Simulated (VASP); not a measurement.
Data:

```xyz
3
Lattice="1.7800 -3.0830 0.0000 1.7800 3.0830 0.0000 0.0000 0.0000 7.0475" Properties=species:S:1:pos:R:3 pbc="T T T"
Pt     0.0000     0.0000     0.0000
S      1.7800     1.0277     1.2154
S      1.7800    -1.0277     5.8320
```

All values below come from RPBE GGA, VASP's PBE PAW potentials (set 64) (plane waves; VASP 6.6.1). Numerical set-up: 520 eV cut-off, 7×7×3 Γ-centred mesh, Gaussian smearing of 0.050 eV, potentials Pt S.

Without a dispersion term in the relaxation, distances and binding between the weakly bound layers, chains or molecules are unreliable, and so is what depends on them.

Problem. The ions and cell shape at fixed volume are relaxed. Which structure does the run end with?

Solution. 
```xyz
3
Lattice="1.7967 -3.1120 0.0000 1.7967 3.1120 0.0000 0.0000 0.0000 6.9169" Properties=species:S:1:pos:R:3 pbc="T T T"
Pt     1.7967     3.1120     0.0000
S      1.7967     1.0373     1.2295
S      1.7967    -1.0373     5.6874
```
Space group P-3m1 (164), at a tolerance of 0.03 Å.

Problem. How much energy does the relaxation gain?

Solution. The energy (σ→0) changes by -6.6 meV/atom, in 6 ionic steps.

The compound is PtS2 in the 1T layered structure. This cell is one point of a volume scan, at 0.97 of the reference volume. Symmetry was kept, so distortions that lower it aren't found.
